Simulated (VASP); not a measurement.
VASP runs on RuSe (a trial cell in the CsCl structure, space group Pm-3m) share one base input (PBE GGA, plane waves, VASP's PBE PAW potentials (set 64)) and change the settings named in each case.

### INCAR
```
GGA = PE   ! PBE
SIGMA = 0.05   ! width (eV)
ENCUT = 400   ! plane-wave cut-off (eV)
ALGO = Normal
EDIFF = 1E-6   ! SCF stop (eV)
SYSTEM = RuSe
ISIF = 2
PREC = Accurate
LASPH = .TRUE.
LREAL = .FALSE.   ! projection in real space or not
NELM = 100   ! most electronic steps
LCHARG = .FALSE.
LMAXMIX = 4   ! l cut-off of mixed one-centre charges
ISMEAR = 0   ! Gaussian
LWAVE = .FALSE.
```

### KPOINTS
```
Automatic mesh
0
Gamma
8 8 8
0 0 0
```

POSCAR:
```
RuSe
1
    2.9937560000     0.0000000000     0.0000000000
    0.0000000000     2.9937560000     0.0000000000
    0.0000000000     0.0000000000     2.9937560000
Ru Se
1 1
Direct
  0.0000000000   0.0000000000   0.0000000000
  0.5000000000   0.5000000000   0.5000000000
```

POTCAR, in this order: Ru_pv Se (PBE.64 set). Program: vasp_std.

```csv
change,pressure (GPa),electronic steps
base run,32.34,12
EDIFF = 1E-2,33.67,9
EDIFF = 1E-3,33.69,9
EDIFF = 1E-4,32.16,10
EDIFF = 1E-5,32.38,11
EDIFF = 1E-8,32.33,14
```

Left out are runs that ran out of time, are held back, or changed the cell or the kind of run, fixed moments of cells without a moment, rows past the twelfth, gaps on odd meshes, pressures of charged cells and columns that move by less than the noise.

The structure was generated: RuSe was put into the CsCl type (Pm-3m), which need not be its known phase. The cell was not relaxed at this level.
